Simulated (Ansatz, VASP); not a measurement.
# Cross-check of BaSr2Ti3O9 between VASP and Ansatz, part 2 of 2

Wanted: the spread between two codes on one cell, functional and k mesh. The cell is generated by rule, not measured, and may not be a known phase. The cell is taken from a series of runs on this material, whose earlier steps may have relaxed, scaled, displaced or heated it; both programs get it as it stands.

VASP 6.6.1 and Ansatz 0.2.0.

So far: Set-up; VASP: relaxation of cell and atoms, PBEsol.

The structure was built from a prototype and need not be the compound's stable phase.

### Step 3. Ansatz: relaxation of cell and atoms, PBEsol

Level of this step: Ansatz beside VASP: Kohn-Sham DFT, plane waves, PBEsol (Ansatz).

Ansatz runs on its PAW soft_1 files.

The same cell, functional, mesh and smearing now go to Ansatz, which takes its cutoff from its data sets.

input.yaml

```yaml
crystal:
  lattice:
    - [3.9525, 0.0, 0.0]
    - [0.0, 3.9525, 0.0]
    - [0.0, 0.0, 11.7642125237]
  atoms:
    - { symbol: Sr, position: [0.0, 0.0, 0.0860251129] }
    - { symbol: O, position: [0.5, 0.5, 0.0860251129] }
    - { symbol: Ti, position: [0.5, 0.5, 0.25] }
    - { symbol: O, position: [0.5, 0.0, 0.25] }
    - { symbol: O, position: [0.0, 0.5, 0.25] }
    - { symbol: Sr, position: [0.0, 0.0, 0.4139748871] }
    - { symbol: O, position: [0.5, 0.5, 0.4139748871] }
    - { symbol: Ti, position: [0.5, 0.5, 0.5779497742] }
    - { symbol: O, position: [0.5, 0.0, 0.5779497742] }
    - { symbol: O, position: [0.0, 0.5, 0.5779497742] }
    - { symbol: Ba, position: [0.0, 0.0, 0.7419246614] }
    - { symbol: O, position: [0.5, 0.5, 0.7419246614] }
    - { symbol: Ti, position: [0.5, 0.5, 0.9139748871] }
    - { symbol: O, position: [0.5, 0.0, 0.9139748871] }
    - { symbol: O, position: [0.0, 0.5, 0.9139748871] }
kpoints:
  mp_grid: { grid: [6, 6, 2] }
hamiltonian:
  xc: pbesol
  pseudopotentials: { kind: paw, azcp: { folder: soft_1 }, xc_functional: pbe }
scf:
  occupations: { method: fermi_dirac, width: 0.02 }
relax:
  f_tol: 0.015
  max_steps: 100
  cell: {}
```

Run with:

```console
$ ansatz run input.yaml --threads 3 --pin off --max-ram 92160MiB --backend cuda --events-out ev --progress --plain --runs-dir out --devices 1 --max-vram 13GiB
```

Numbers of over 12 decimals in the logs are rounded to 6 here.

What it wrote:

```text
GPUs: using 1 of 1 available (devices: 1).
Engine: ansatz 0.2.0, x86_64-unknown-linux-gnu
Pseudopotentials: kind: paw
Pseudopotential: Sr, paw, valence charge 10, recommended cutoff 420 eV (normal), soft_1/Sr.paw.azcp
Pseudopotential: O, paw, valence charge 6, recommended cutoff 420 eV (normal), soft_1/O.paw.azcp
Pseudopotential: Ti, paw, valence charge 12, recommended cutoff 420 eV (normal), soft_1/Ti.paw.azcp
Pseudopotential: Ba, paw, valence charge 10, recommended cutoff 420 eV (normal), soft_1/Ba.paw.azcp
Functional definition: PBEsol
  exchange = pbesol_x
  correlation = pbesol_c
device memory: the entry about to start is reckoned to put 3.7 GiB on a device that reports 46.5 GiB free (of which the cap on the GPU budget leaves the run 13.0 GiB)
GPU FFT provider: cuFFT
GPU libraries: cuBLAS 13.8.2, cuFFT 12.4.0, cuSOLVER 12.3.4
Crystal: 15 atoms, lattice volume = 183.784 Å³
Basis set: ecut = 420 eV, 3615 PW (Γ), exchange–correlation on 54×54×160 points (8 copies of the dense FFT grid, shifted against one another)
Bands: 75, of which v1, the nominal top of the filled ones, is band 60 counted from 1 (59 counted from 0)
Symmetry: 8 space group operations
Space group: P4mm (ITA 99), of the structure as read, at distance tolerance 5.7e-5 Å
k-points: 20 of 72
Non-local potential: Sr, projectors of the file, l = 0: 3, l = 1: 2, l = 2: 2
Non-local potential: O, projectors of the file, l = 0: 2, l = 1: 2, l = 2: 1
Non-local potential: Ti, projectors of the file, l = 0: 3, l = 1: 2, l = 2: 3, l = 3: 1
Non-local potential: Ba, projectors of the file, l = 0: 3, l = 1: 2, l = 2: 2, l = 3: 2
PAW form: soft (Blöchl's): semilocal exchange-correlation on the pseudo side does not see the compensation charge
PAW frozen core: Sr, regenerated for the run's functional, and the local potential with it (the file was generated under x = pbe(κ = 0.804, μ = 0.219515), c = pbe(β = 0.066725))
PAW frozen core: O, regenerated for the run's functional, and the local potential with it (the file was generated under x = pbe(κ = 0.804, μ = 0.219515), c = pbe(β = 0.066725))
PAW frozen core: Ti, regenerated for the run's functional, and the local potential with it (the file was generated under x = pbe(κ = 0.804, μ = 0.219515), c = pbe(β = 0.066725))
PAW frozen core: Ba, regenerated for the run's functional, and the local potential with it (the file was generated under x = pbe(κ = 0.804, μ = 0.219515), c = pbe(β = 0.066725))
PAW one-centre angular grid: Sr, 110 points (default); XC on 64 Gauss nodes
PAW one-centre angular grid: O, 110 points (default); XC on 64 Gauss nodes
PAW one-centre angular grid: Ti, 590 points (default); XC on 64 Gauss nodes
PAW one-centre angular grid: Ba, 194 points (default); XC on 64 Gauss nodes
Initial density: superposition of atomic densities (chi_scale 0.1, normalization cell, long waves kept (reshape's long-wave potential 0.20 eV rms))
Initial wavefunctions: pseudopotential atomic-orbital guess
GPU buffer pool allocated for 58320 grid points (all kernels)
GPU transforms: local potential and band sums: pruned to the plane-wave sphere, on 27×27×80
Functional: x = pbesol(κ = 0.804, μ = 0.123457), c = pbesol(β = 0.046)
SCF iter   1: F=—  HF=-25343.217746 eV  |F-HF|=—  |Δ(HF+E_count)|=         —  Δρ=5.48e-2  dr2=6.40e0  ethr=3.10e-3  ⟨swp⟩=7.6  Hψ=6536  notcnv=0  defer=22
preconditioner: auto → Resta (q_TF=auto, 2.541 Å⁻¹)  ε∞=5.5  [insulator: Δε(μ)=1.180 eV  Ē_g=12.226 eV  σ=0.020 eV  W_gap=1.00  n_scr=56 (ndim 8)  ℏωp=26.0 eV  f_vac=0.000  D(μ)=0.00/eV (n_scr^D=0)  ε∞_Penn≈5.5]
SCF iter   2: F=—  HF=-25342.307950 eV  |F-HF|=—  |Δ(HF+E_count)|=   9.10e-1  Δρ=2.70e-2  dr2=2.06e0  ethr=3.10e-3  ⟨swp⟩=3.0  Hψ=2455  notcnv=0  defer=132
SCF iter   3: F=—  HF=-25342.015827 eV  |F-HF|=—  |Δ(HF+E_count)|=   2.92e-1  Δρ=7.96e-3  dr2=1.29e-1  ethr=1.71e-3  ⟨swp⟩=2.8  Hψ=2510  notcnv=0  defer=132
SCF iter   4: F=—  HF=-25342.003161 eV  |F-HF|=—  |Δ(HF+E_count)|=   1.27e-2  Δρ=2.33e-3  dr2=7.42e-3  ethr=1.08e-4  ⟨swp⟩=3.0  Hψ=2806  notcnv=0  defer=134
SCF iter   5: F=—  HF=-25342.005395 eV  |F-HF|=—  |Δ(HF+E_count)|=   2.23e-3  Δρ=4.24e-4  dr2=3.01e-4  ethr=6.19e-6  ⟨swp⟩=2.1  Hψ=2614  notcnv=0  defer=134
SCF iter   6: F=—  HF=-25342.005558 eV  |F-HF|=—  |Δ(HF+E_count)|=   1.63e-4  Δρ=1.94e-4  dr2=5.81e-5  ethr=2.51e-7  ⟨swp⟩=2.0  Hψ=2483  notcnv=0  defer=134
SCF iter   7: F=—  HF=-25342.005383 eV  |F-HF|=—  |Δ(HF+E_count)|=   1.75e-4  Δρ=4.56e-5  dr2=4.61e-6  ethr=4.84e-8  ⟨swp⟩=2.1  Hψ=2413  notcnv=0  defer=134
SCF iter   8: F=—  HF=-25342.005383 eV  |F-HF|=—  |Δ(HF+E_count)|=   3.84e-7  Δρ=1.17e-5  dr2=2.79e-7  ethr=3.84e-9  ⟨swp⟩=2.0  Hψ=1972  notcnv=0  defer=134
SCF iter   9: F=-25342.005383 eV  HF=-25342.005383 eV  |F-HF|=6.94e-9  |Δ(HF+E_count)|=   2.41e-8  Δρ=3.27e-6  dr2=1.74e-8  ethr=8.33e-11  ⟨swp⟩=5.0  Hψ=5635  notcnv=0
SCF 1 converged in 9 iterations: F = -25342.005383 eV  dr2 = 1.74e-8
[...]
device memory: the entry about to start is reckoned to put 3.7 GiB on a device that reports 49.7 GiB free (of which the cap on the GPU budget leaves the run 13.0 GiB)
GPU FFT provider: cuFFT
GPU libraries: cuBLAS 13.8.2, cuFFT 12.4.0, cuSOLVER 12.3.4
GPU buffer pool allocated for 58320 grid points (all kernels)
GPU transforms: local potential and band sums: pruned to the plane-wave sphere, on 27×27×80
iter 1 solved again at ethr=1.11e-6 eV; its pass at ethr=3.10e-3 eV (dr2=1.34e-3 eV) is discarded
SCF iter   1: F=—  HF=-25342.166172 eV  |F-HF|=—  |Δ(HF+E_count)|=         —  Δρ=1.64e-5  dr2=1.59e-7  ethr=1.11e-6  ⟨swp⟩=4.6  Hψ=11113  notcnv=0
eigensolver tolerance schedule: the retry pair's looser diagonalisation over-reported the residual by 8415.60 of it (diagonalisation noise at an unbounded share of the residual, at the tolerance the schedule requests for it); recorded, not acted on — ethr = c·dr2/N_el stays at c = 1.0e-1
preconditioner: auto → Resta (q_TF=auto, 2.547 Å⁻¹)  ε∞=5.7  [insulator: Δε(μ)=1.856 eV  Ē_g=12.216 eV  σ=0.020 eV  W_gap=1.00  n_scr=56 (ndim 8)  ℏωp=26.5 eV  f_vac=0.000  D(μ)=0.00/eV (n_scr^D=0)  ε∞_Penn≈5.7]
SCF iter   2: F=—  HF=-25342.166188 eV  |F-HF|=—  |Δ(HF+E_count)|=   1.60e-5  Δρ=8.14e-6  dr2=3.06e-8  ethr=1.32e-10  ⟨swp⟩=4.0  Hψ=4182  notcnv=0
SCF iter   3: F=—  HF=-25342.166188 eV  |F-HF|=—  |Δ(HF+E_count)|=   7.71e-8  Δρ=5.65e-6  dr2=1.39e-8  ethr=2.55e-11  ⟨swp⟩=1.0  Hψ=1500  notcnv=0
SCF iter   4: F=—  HF=-25342.166188 eV  |F-HF|=—  |Δ(HF+E_count)|=   8.55e-8  Δρ=1.21e-6  dr2=1.23e-9  ethr=1.15e-11  ⟨swp⟩=1.4  Hψ=1516  notcnv=0
SCF iter   5: F=—  HF=-25342.166188 eV  |F-HF|=—  |Δ(HF+E_count)|=   2.28e-9  Δρ=4.18e-7  dr2=2.36e-10  ethr=1.03e-12  ⟨swp⟩=1.9  Hψ=1739  notcnv=0
SCF iter   6: F=-25342.166188 eV  HF=-25342.166188 eV  |F-HF|=2.18e-11  |Δ(HF+E_count)|=  3.64e-11  Δρ=2.53e-7  dr2=6.43e-11  ethr=1.00e-12  ⟨swp⟩=6.2  Hψ=5387  notcnv=0
SCF 26 converged in 6 iterations: F = -25342.166188 eV  dr2 = 6.43e-11
relax step  26: F+E_penalty+E_count = -25342.16618836 eV  Δ(F+E_penalty+E_count) = +1.706e-4 eV  max|allowed force component| = 2.401e-3 eV/Å  Δτ_max = 0.0000 Å  P = +0.001 GPa  Ω = 181.199 Å³  stress off target by 1.52e-2 GPa  SCF on the basis re-selected at this cell (its energy is not comparable with the rows above)  (6 SCF iters)
basis re-selected at this cell: Δ(F+E_penalty+E_count) = +1.706e-4 eV, ΔP = -0.001 GPa vs the last step (what re-selecting the basis moved, of the pressure what is left beyond the Pulay correction that the steps carried, after the strain that the cell walked since its last selection, with what the two solves' SCF thresholds leave and, on support functions, any second-order correction that the steps lacked; it is no m [...]
SCF converged after 6 iterations
Free energy (F): -25342.166188 eV
Harris-Foulkes:  -25342.166188 eV  (|F-HF|=2.18e-11)
Internal energy: -25342.166188 eV  (E = F + TS)
E sigma→0 (E₀):  -25342.166188 eV
Fermi energy:    11.058929 eV
--- Per-component energies (eV) ---
  E_band       = -543.151082
  E_kinetic    = 2986.001379
  E_local      = -7077.541896  (includes V_loc(G=0)·N_el)
  E_nonlocal   = 1212.271871
  E_hartree    = 2533.956469
  E_xc         = -1537.174031
  E_vxc        = -1705.284517  (∫ρ·V_xc dr)
  E_paw        = -14846.472970  (= ΣΔE_a)
  E_vpaw       = -1026.517196  (= ΣTr[D̂ρ^β])
  E_aug_tail   = 0.006624  (compensation charges beyond the density's cutoff)
  E_ewald      = -8614.369514
  E_core_change = 1.155878  (= ΣΔE_core)
  E_smearing   = -0.000000  (= −TS)
  E_closure    = 0.000000  (closes the sum)
  Σ components = -25342.166188   (vs F -25342.166188, Δ=0.00e0)
--- Forces (eV/Å), atoms counted from 1 ---
  atom   1  Sr    -0.00000000     0.00000000    -0.00028315
  atom   2  O      0.00000000    -0.00000000     0.00005153
  atom   3  Ti    -0.00000000     0.00000000    -0.00239997
  atom   4  O      0.00000000     0.00000000     0.00042821
  atom   5  O     -0.00000000    -0.00000000     0.00042821
  atom   6  Sr     0.00000000    -0.00000000     0.00026431
  atom   7  O      0.00000000    -0.00000000     0.00195859
  atom   8  Ti     0.00000000    -0.00000000     0.00031943
  atom   9  O      0.00000000     0.00000000    -0.00026366
  atom  10  O     -0.00000000    -0.00000000    -0.00026366
  atom  11  Ba    -0.00000000     0.00000000    -0.00178148
  atom  12  O      0.00000000    -0.00000000     0.00126886
  atom  13  Ti     0.00000000    -0.00000000     0.00007750
  atom  14  O      0.00000000     0.00000000     0.00010480
  atom  15  O     -0.00000000    -0.00000000     0.00010480
  max |Σ_I F_I| component: 1.43e-5 eV/Å
--- Stress (GPa, compression-positive) ---
       -0.006117       0.000000       0.000000
        0.000000      -0.006117       0.000000
        0.000000       0.000000       0.015195
  P = ⅓ Tr σ = 0.0010 GPa (0.010 kbar)
--- Band table (eV; the first three rows and the last of 20) ---
  k-point 0: bands = [... 56 lower, 9.4907, 9.7008, 9.7259, 9.7259, 11.9830, 12.0789, 12.1309, 12.1873, ... 11 higher]
  k-point 1: bands = [... 56 lower, 9.6038, 9.6038, 9.6569, 9.6569, 12.0144, 12.0261, 12.1524, 12.6621, ... 11 higher]
  k-point 2: bands = [... 56 lower, 9.1689, 9.2240, 9.5130, 9.6109, 12.2165, 12.5591, 12.6062, 12.6125, ... 11 higher]
  k-point 19: bands = [... 56 lower, 10.0356, 10.0550, 10.0698, 10.1265, 14.0706, 14.0706, 14.0955, 14.0955, ... 11 higher]
--- Relaxed structure (24 steps of the walk, 23 accepted, 2 SCFs on fresh bases) ---
  F+E_penalty+E_count = -25342.16618836 eV   max|allowed force component| = 2.401e-3 eV/Å   (the final SCF, on the basis selected at the relaxed cell)
  cell:  # Å, volume = 181.1991 Å³
    - [3.912343, 0.0, 0]
    - [0.0, 3.912343, 0.0]
    - [0, 0.0, 11.838103]
  atoms:
    - { symbol: Sr, position: [0, 0.0, 0.086919] }
    - { symbol: O, position: [0.5, 0.5, 0.080136] }
    - { symbol: Ti, position: [0.5, 0.5, 0.252720] }
    - { symbol: O, position: [0.5, 0.0, 0.244167] }
    - { symbol: O, position: [0, 0.5, 0.244167] }
    - { symbol: Sr, position: [0, 0.0, 0.416039] }
    - { symbol: O, position: [0.5, 0.5, 0.409480] }
    - { symbol: Ti, position: [0.5, 0.5, 0.581943] }
    - { symbol: O, position: [0.5, 0.0, 0.571562] }
    - { symbol: O, position: [0, 0.5, 0.571562] }
    - { symbol: Ba, position: [0, 0.0, 0.749748] }
    - { symbol: O, position: [0.5, 0.5, 0.742109] }
    - { symbol: Ti, position: [0.5, 0.5, 0.924182] }
    - { symbol: O, position: [0.5, 0.0, 0.917444] }
    - { symbol: O, position: [0, 0.5, 0.917444] }
```

Reading the cycles: dr2 is the Hartree energy of the density residual (eV), the measure of convergence; HF is the Harris–Foulkes estimate of the energy, which meets the free energy F at convergence.

### Step 4. Differences

Known differences besides the potentials themselves: the cutoff is 420 eV in Ansatz and 600 eV in VASP; Ansatz makes its cores anew for this functional, VASP keeps those of its PBE data sets; Ansatz adds a Pulay correction to the stress that steers its cell, VASP none. Total energies have different zeros and are not compared.

Both answers:

```tsv
quantity	Ansatz	VASP	difference
volume (Å³)	181.20	182.08	-0.48 %
edge a after relaxation, in the typed setting (Å)	3.912	3.919	-0.18 %
edge c after relaxation, in the typed setting (Å)	11.838	11.852	-0.12 %
```

### Step 5. Summary of results

```
difference in volume (relaxation of cell and atoms, PBEsol) : -0.48 %
```

In words: The difference in volume is -0.48 % (relaxation of cell and atoms, PBEsol), within the 1.2 % picked in this series as the mark of a large difference, as far as the stopping tolerances let one tell. How closely two codes agree says nothing of how well the functional describes the real material.

[Lines on the potential files, build, host, timing and source positions are cut from VASP's logs without a mark.]

[Logs are printed without paths, hosts, clocks, repeated set-up lines and the standing remarks that a program may print on its own settings, such as how far it seeks lower states.]

[Hosts, paths, dates, database ids (printed as entryN), source tags and the programs' standing remarks are cut or masked in the printed files.]
